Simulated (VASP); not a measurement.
An input for Quantum ESPRESSO's pw.x (written as the equivalent of a VASP run, and not itself run):

```
&CONTROL
  calculation = 'vc-relax'
  pseudo_dir = './pseudo'
  outdir = './out'
  tprnfor = .true.
  tstress = .true.
  nstep = 50
  forc_conv_thr = 0.00039
/
&SYSTEM
  ibrav = 0
  nat = 4
  ntyp = 1
  ecutwfc = 82
  occupations = 'smearing'
  smearing = 'gaussian'
  degauss = 0.01999
  input_dft = 'pbe'
/
&ELECTRONS
  conv_thr = 7.3e-08
  electron_maxstep = 100
/
&IONS
/
&CELL
/
ATOMIC_SPECIES
  C 12.011 C.upf
CELL_PARAMETERS angstrom
     2.4672900    0.0000000    0.0000000
    -1.2336450    2.1367360    0.0000000
     0.0000000    0.0000000    7.8030700
ATOMIC_POSITIONS crystal
  C   -0.0010860  0.0024260  0.2600680
  C   -0.0328380 -0.0108840  0.7368100
  C    0.3490720  0.6694380  0.2583360
  C    0.6848520  0.3390210  0.7447870
K_POINTS automatic
  13 13 4 0 0 0
```

Task: Write the VASP files for the same calculation (PBE).

Result: One answer among several that fit: 
**INCAR**
```
PREC = Accurate
EDIFFG = -0.01   # ionic stop
IBRION = 2   # conjugate gradients
ISMEAR = 0   # Gaussian
ENCUT = 400   # plane-wave cut-off (eV)
LWAVE = F
ALGO = Normal   # blocked Davidson
LCHARG = F
ISIF = 3
GGA = PE
SIGMA = 0.272   # width (eV)
NELM = 100   # most electronic steps
LASPH = T
SYSTEM = C
EDIFF = 1E-6
NSW = 50
LREAL = F   # projection in real space or not
```

File POSCAR:
```
C
1
    2.4672900000     0.0000000000     0.0000000000
   -1.2336450000     2.1367360000     0.0000000000
    0.0000000000     0.0000000000     7.8030700000
C
4
Direct
 -0.0010860000   0.0024260000   0.2600680000
 -0.0328380000  -0.0108840000   0.7368100000
  0.3490720000   0.6694380000   0.2583360000
  0.6848520000   0.3390210000   0.7447870000
```

KPOINTS:
```
Automatic mesh
0
Gamma
13 13 4
0 0 0
```

POTCAR, in this order: C (PBE.64 set). Program: vasp_std.

What does not carry over: the potentials are each code's own (VASP's PAW set, PseudoDojo norm-conserving files in pw.x), so ENCUT and ecutwfc are chosen apart and not converted; conv_thr bounds pw.x's estimated SCF error, while EDIFF bounds the energy change between steps; forc_conv_thr acts on force components and is met together with etot_conv_thr.

The structure comes from a computed database's C entry; how it stands against other phases isn't given here. In the starting cell atoms are displaced from their ideal sites. This run relaxes it. The run is one of a series of settings (EDIFFG = -0.01, IBRION = 2, ISIF = 3, NSW = 50 against the base run), some of them coarse on purpose.
